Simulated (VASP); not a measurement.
All values below come from vdW-DF-cx, VASP's PBE PAW potentials (set 64) (plane waves; VASP).

The input files of a VASP run:

### POSCAR
```
Li2O
1
    0.0000000000     2.3414868297     2.3414868297
    2.3414868297     0.0000000000     2.3414868297
    2.3414868297     2.3414868297     0.0000000000
Li O
2 1
Direct
  0.2500000000   0.2500000000   0.2500000000
  0.7500000000   0.7500000000   0.7500000000
  0.0000000000   0.0000000000   0.0000000000
```

### INCAR
```
SYSTEM = Li2O
PREC = Accurate
ENCUT = 520
EDIFF = 1E-7
NELM = 100
ALGO = Normal
LREAL = .FALSE.
LASPH = .TRUE.
ISMEAR = 0
SIGMA = 0.05
GGA = CX
LUSE_VDW = .TRUE.
AGGAC = 0.0
LWAVE = .FALSE.
LCHARG = .FALSE.
ISIF = 2
```

KPOINTS:
```
Automatic mesh
0
Gamma
8 8 8
0 0 0
```

POTCAR, in this order: Li_sv O (PBE.64 set). Program: vasp_std.

Problem. Predict the energy per atom (σ→0), pressure, band gap (on the k-mesh).

Solution. 
```yaml
energy per atom (σ→0): -3.651 eV/atom
band gap (on the k-mesh): 4.92 eV
pressure: -2.16 GPa
```

### OSZICAR
```
...
DAV:   8    -0.109536763582E+02    0.10643E-01   -0.63345E-02   652   0.325E+00    0.347E-01
DAV:   9    -0.109527218500E+02    0.95451E-03   -0.60561E-03   772   0.760E-01    0.114E-01
DAV:  10    -0.109532983423E+02   -0.57649E-03   -0.11101E-03   624   0.291E-01    0.831E-02
DAV:  11    -0.109532348131E+02    0.63529E-04   -0.12133E-04   732   0.126E-01    0.138E-02
DAV:  12    -0.109532358237E+02   -0.10106E-05   -0.67400E-06   704   0.241E-02    0.372E-03
DAV:  13    -0.109532358835E+02   -0.59752E-07   -0.16134E-06   678   0.109E-02    0.710E-04
DAV:  14    -0.109532358491E+02    0.34328E-07   -0.33323E-08   534   0.210E-03
   1 F= -.10953236E+02 E0= -.10953236E+02  d E =-.382420E-15
```

The compound is Li2O in the antifluorite structure. This cell is one point of a volume scan, at 1.03 of the reference volume.
